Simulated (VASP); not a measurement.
Input:

```yaml
crystal:
  lattice:
    - [5.61547, 0.00000, 0.00000]
    - [0.00000, 3.80146, 0.00000]
    - [0.00000, 0.00000, 5.78901]
  atoms:
    - { symbol: La, position: [0.75000, 0.00000, 0.79310] }
    - { symbol: La, position: [0.25000, 0.00000, 0.20690] }
    - { symbol: Mg, position: [0.25000, 0.50000, 0.69324] }
    - { symbol: Mg, position: [0.75000, 0.50000, 0.30676] }
```

Level of theory: LDA (Ceperley-Alder, Perdew-Zunger), VASP's LDA PAW potentials (set 64) (plane waves; VASP 6.6.1). Settings: 300 eV cut-off, 5×8×5 Γ-centred mesh, Gaussian smearing of 0.050 eV, potentials La Mg.

At this cut-off the stress carries a Pulay error, which pulls relaxed volumes low.

**Question.** Estimate the energy per atom (σ→0), pressure, largest force, band gap (on the k-mesh) with the smallest direct gap where there is one.

**Answer.** 
```yaml
band gap (on the k-mesh): none (metal, semimetal or under 0.01 eV)
energy per atom (σ→0): -3.771 eV/atom
pressure: -3.14 GPa
largest_force: 0.072 eV/Å
```

Only differences to runs with the same potentials and settings are physical.

The structure comes from a computed database's LaMg entry (Pmma); how it stands against other phases isn't given here. The cell was not relaxed at this level.
